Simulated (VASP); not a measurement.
Output of a VASP run:

File OSZICAR:
```
...
DAV:   6    -0.293300062825E+02    0.18044E+01   -0.40320E+00  2004   0.437E+01    0.113E+01
DAV:   7    -0.294649630027E+02   -0.13496E+00   -0.49546E+00  1567   0.105E+01    0.525E+00
DAV:   8    -0.293832405136E+02    0.81722E-01   -0.46901E-01  1718   0.625E+00    0.155E+00
DAV:   9    -0.293838900931E+02   -0.64958E-03   -0.64434E-02  1704   0.222E+00    0.277E-01
DAV:  10    -0.293841333057E+02   -0.24321E-03   -0.23588E-03  1727   0.456E-01    0.188E-01
DAV:  11    -0.293843388605E+02   -0.20555E-03   -0.50911E-04  1677   0.274E-01    0.636E-02
DAV:  12    -0.293843469695E+02   -0.81089E-05   -0.18900E-04  1634   0.256E-01    0.210E-02
DAV:  13    -0.293843501207E+02   -0.31513E-05   -0.34247E-05  1616   0.903E-02    0.115E-02
DAV:  14    -0.293843505236E+02   -0.40287E-06   -0.69663E-06  1568   0.262E-02
   1 F= -.29384351E+02 E0= -.29384351E+02  d E =-.293844E+02
       N       E                     dE             d eps       ncg     rms          rms(c)
DAV:   1    -0.294099537638E+02   -0.25604E-01   -0.46742E-01  1718   0.791E+00    0.120E+00
DAV:   2    -0.293879607100E+02    0.21993E-01   -0.99001E-02  1660   0.519E+00    0.435E-01
DAV:   3    -0.293856727757E+02    0.22879E-02   -0.72623E-03  1526   0.644E-01    0.267E-01
DAV:   4    -0.293851944583E+02    0.47832E-03   -0.53393E-04  1593   0.214E-01    0.142E-01
DAV:   5    -0.293850474951E+02    0.14696E-03   -0.81402E-05  1871   0.176E-01    0.411E-02
DAV:   6    -0.293850448594E+02    0.26357E-05   -0.54705E-05  1887   0.106E-01    0.107E-02
DAV:   7    -0.293850458541E+02   -0.99466E-06   -0.15081E-05  1460   0.550E-02    0.813E-03
DAV:   8    -0.293850453482E+02    0.50594E-06   -0.15356E-06   799   0.209E-02
   2 F= -.29385045E+02 E0= -.29385045E+02  d E =-.694825E-03
       N       E                     dE             d eps       ncg     rms          rms(c)
DAV:   1    -0.293870106574E+02   -0.19648E-02   -0.35155E-02  1712   0.219E+00    0.326E-01
DAV:   2    -0.293853779697E+02    0.16327E-02   -0.72882E-03  1695   0.136E+00    0.119E-01
DAV:   3    -0.293852007200E+02    0.17725E-03   -0.51699E-04  1515   0.164E-01    0.740E-02
DAV:   4    -0.293851592210E+02    0.41499E-04   -0.38095E-05  1588   0.562E-02    0.373E-02
DAV:   5    -0.293851452950E+02    0.13926E-04   -0.56798E-06  1478   0.465E-02    0.991E-03
DAV:   6    -0.293851442961E+02    0.99896E-06   -0.42738E-06  1178   0.274E-02
   3 F= -.29385144E+02 E0= -.29385144E+02  d E =-.793772E-03
       N       E                     dE             d eps       ncg     rms          rms(c)
DAV:   1    -0.293851520390E+02   -0.67440E-05   -0.14734E-04  1710   0.139E-01    0.216E-02
DAV:   2    -0.293851451202E+02    0.69188E-05   -0.31672E-05  1660   0.896E-02    0.880E-03
DAV:   3    -0.293851445717E+02    0.54850E-06   -0.19760E-06   869   0.109E-02
   4 F= -.29385145E+02 E0= -.29385145E+02  d E =-.794048E-03
       N       E                     dE             d eps       ncg     rms          rms(c)
DAV:   1    -0.293852924123E+02   -0.14729E-03   -0.20186E-02  1405   0.762E-01    0.780E-02
DAV:   2    -0.293852673795E+02    0.25033E-04   -0.51234E-04  1741   0.209E-01    0.375E-02
DAV:   3    -0.293852514896E+02    0.15890E-04   -0.34026E-05  1730   0.458E-02    0.224E-02
DAV:   4    -0.293852457029E+02    0.57867E-05   -0.86572E-06  1610   0.230E-02    0.592E-03
DAV:   5    -0.293852453326E+02    0.37033E-06   -0.16114E-06   917   0.125E-02
   5 F= -.29385245E+02 E0= -.29385245E+02  d E =-.100761E-03
```

**OUTCAR**
```
------------------------ aborting loop because EDIFF is reached ----------------------------------------
  FORCE on cell =-STRESS in cart. coord.  units (eV):
  Direction    XX          YY          ZZ          XY          YZ          ZX
  --------------------------------------------------------------------------------------
  Total       -0.0044453     -0.0044453      0.0518400     -0.0166088     -0.0000000     -0.0000000
  in kB       -0.0434175     -0.0434175      0.5063262     -0.1622198     -0.0000000     -0.0000000
  external PRESSURE =       0.1398304 kB  Pullay stress =       0.0000000 kB
  volume of cell :      164.04
      direct lattice vectors                 reciprocal lattice vectors
    -0.009047839  5.468934942  5.484546731    -0.091274475  0.091274475  0.091165237
     5.468934942 -0.009047839  5.484546731     0.091274475 -0.091274475  0.091165237
     2.729943552  2.729943552  0.000000000     0.183153970  0.183153970 -0.182330473
 POSITION                                       TOTAL-FORCE (eV/Angst)
 -----------------------------------------------------------------------------------
      2.72994      2.72994      0.00593         0.000000      0.000000     -0.001813
      5.45431      2.73552      2.74341         0.004284     -0.004284     -0.007741
      2.73552      5.45431      2.74341        -0.004284      0.004284     -0.007741
      1.36497      1.36497      1.37462        -0.000000     -0.000000      0.003066
      4.16809      1.29180      4.04448         0.002705     -0.002705      0.007851
      1.29180      4.16809      4.04448        -0.002705      0.002705      0.007851
      4.09492      4.09492      7.00338         0.000000      0.000000     -0.000858
      2.72994      2.72994      5.46302         0.000000      0.000000     -0.000614
 -----------------------------------------------------------------------------------
    total drift:                               -0.000042     -0.000042      0.000357
  FREE ENERGIE OF THE ION-ELECTRON SYSTEM (eV)
  ---------------------------------------------------
  free  energy   TOTEN  =       -29.3852453326 eV

  energy  without entropy=      -29.3852453326  energy(sigma->0) =      -29.38524533

 reached required accuracy - stopping structural energy minimisation
```
(Selected blocks of OUTCAR.)

### POSCAR
```
CdZn3S4
1
   -0.0080633936     5.4780563657     5.4893035587
    5.4780563657    -0.0080633936     5.4893035587
    2.7349964861     2.7349964861     0.0000000000
Zn S Cd
3 4 1
Direct
  0.0006434932   0.0006434932   0.9987130136
  0.0022890436   0.4982169843   0.9994939722
  0.4982169843   0.0022890436   0.9994939722
  0.1253427874   0.1253427874   0.2493144252
  0.1062624024   0.6308742881   0.2628633095
  0.6308742881   0.1062624024   0.2628633095
  0.6384935613   0.6384935613   0.2230128773
  0.4978774397   0.4978774397   0.0042451206
```

Write an INCAR and KPOINTS that could have produced this output.

One answer among several that fit: the input of the run itself, PBEsol GGA, plane waves, VASP's PBE PAW potentials (set 64).

KPOINTS:
```
Automatic mesh
0
Gamma
  3 3 6
```

### INCAR
```
LMAXMIX=4   ! l cut-off of mixed one-centre charges
SIGMA=0.05   ! width (eV)
LCHARG=F
EDIFFG=-0.02   ! ionic stop
ISIF=3   ! ions, shape and volume
LREAL=F   ! projection in real space or not
ENCUT=400   ! plane-wave cut-off (eV)
PREC=Accurate
GGA=PS
ALGO=Normal
NSW=60   ! most ionic steps
IBRION=2
ISMEAR=0
SYSTEM=CdZn3S4
EDIFF=1E-6
LASPH=T   ! aspherical one-centre terms
LWAVE=F
NELM=100
```

POTCAR, in this order: Zn S Cd (PBE.64 set). Program: vasp_std.

The structure was generated: CdZn3S4 was put into an ordered model structure (Amm2), which need not be its known phase. This run relaxes it. Symmetry was kept, so distortions that lower it aren't found. The start is the result of an earlier pass.
